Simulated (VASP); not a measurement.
Output of a VASP run:

File OSZICAR:
```
       N       E                     dE             d eps       ncg     rms          rms(c)
DAV:   1     0.132471966917E+03    0.13247E+03   -0.86517E+03  1128   0.135E+03
DAV:   2    -0.654934281903E+01   -0.13902E+03   -0.13075E+03  1300   0.337E+02
DAV:   3    -0.136288823370E+02   -0.70795E+01   -0.70172E+01  1468   0.777E+01
DAV:   4    -0.138686728333E+02   -0.23979E+00   -0.23954E+00  1632   0.133E+01
DAV:   5    -0.138728833897E+02   -0.42106E-02   -0.42104E-02  1424   0.174E+00    0.860E+00
DAV:   6    -0.121991205703E+02    0.16738E+01   -0.88859E+00  1312   0.274E+01    0.372E+00
DAV:   7    -0.121692343927E+02    0.29886E-01   -0.73706E-01  1548   0.832E+00    0.179E+00
DAV:   8    -0.121845449878E+02   -0.15311E-01   -0.91386E-02  1212   0.344E+00    0.471E-01
DAV:   9    -0.121829655795E+02    0.15794E-02   -0.30809E-02  1416   0.142E+00    0.146E-01
DAV:  10    -0.121837661658E+02   -0.80059E-03   -0.29077E-03  1208   0.531E-01    0.264E-02
DAV:  11    -0.121838388958E+02   -0.72730E-04   -0.46893E-04  1588   0.176E-01    0.318E-02
DAV:  12    -0.121838248802E+02    0.14016E-04   -0.73797E-05  1264   0.928E-02    0.613E-03
DAV:  13    -0.121838244704E+02    0.40986E-06   -0.49105E-06  1460   0.235E-02    0.118E-03
DAV:  14    -0.121838243205E+02    0.14989E-06   -0.45468E-07  1292   0.763E-03    0.545E-04
DAV:  15    -0.121838244264E+02   -0.10592E-06   -0.73247E-08   828   0.325E-03    0.341E-04
DAV:  16    -0.121838244123E+02    0.14082E-07   -0.12657E-08   632   0.132E-03
   1 F= -.12183824E+02 E0= -.12183824E+02  d E =0.000000E+00
```

**OUTCAR**
```
------------------------ aborting loop because EDIFF is reached ----------------------------------------
  FORCE on cell =-STRESS in cart. coord.  units (eV):
  Direction    XX          YY          ZZ          XY          YZ          ZX
  --------------------------------------------------------------------------------------
  Total        0.0067798      0.0067798      0.0067798      0.0000000      0.0000000      0.0000000
  in kB        0.3735089      0.3735089      0.3735089      0.0000000      0.0000000      0.0000000
  external PRESSURE =       0.3735089 kB  Pullay stress =       0.0000000 kB
  volume of cell :       29.08
      direct lattice vectors                 reciprocal lattice vectors
     0.000000000  2.440798348  2.440798348    -0.204851007  0.204851007  0.204851007
     2.440798348  0.000000000  2.440798348     0.204851007 -0.204851007  0.204851007
     2.440798348  2.440798348  0.000000000     0.204851007  0.204851007 -0.204851007
  FREE ENERGIE OF THE ION-ELECTRON SYSTEM (eV)
  ---------------------------------------------------
  free  energy   TOTEN  =       -12.1838244123 eV

  energy  without entropy=      -12.1838244123  energy(sigma->0) =      -12.18382441

 total charge

# of ion       s       p       d       tot
------------------------------------------
    1        2.038   5.878   0.277   8.192
    2        1.552   3.443   0.000   4.995
--------------------------------------------------
tot          3.590   9.321   0.277  13.187
```
(Selected blocks of OUTCAR.)

**POSCAR**
```
CaO
1
    0.0000000000     2.4407983477     2.4407983477
    2.4407983477     0.0000000000     2.4407983477
    2.4407983477     2.4407983477     0.0000000000
Ca O
1 1
Direct
  0.0000000000   0.0000000000   0.0000000000
  0.5000000000   0.5000000000   0.5000000000
```

Task: Reconstruct the remaining input files.

Result: One answer among several that fit: the input of the run itself, revPBE GGA, plane waves, VASP's PBE PAW potentials (set 64).

INCAR:
```
SYSTEM=CaO
PREC=Accurate; ENCUT=520; LREAL=.FALSE.
LASPH=.TRUE.
EDIFF=1E-7; NELM=100; ALGO=Normal
ISMEAR=-5
GGA=RE
ISIF=2
LWAVE=.FALSE.; LCHARG=.TRUE.; LORBIT=11
NEDOS=601
```

KPOINTS:
```
Automatic mesh
0
Gamma
10 10 10
0 0 0
```

POTCAR, in this order: Ca_sv O (PBE.64 set). Program: vasp_std.

The compound is CaO in the rock salt structure. It was relaxed first.
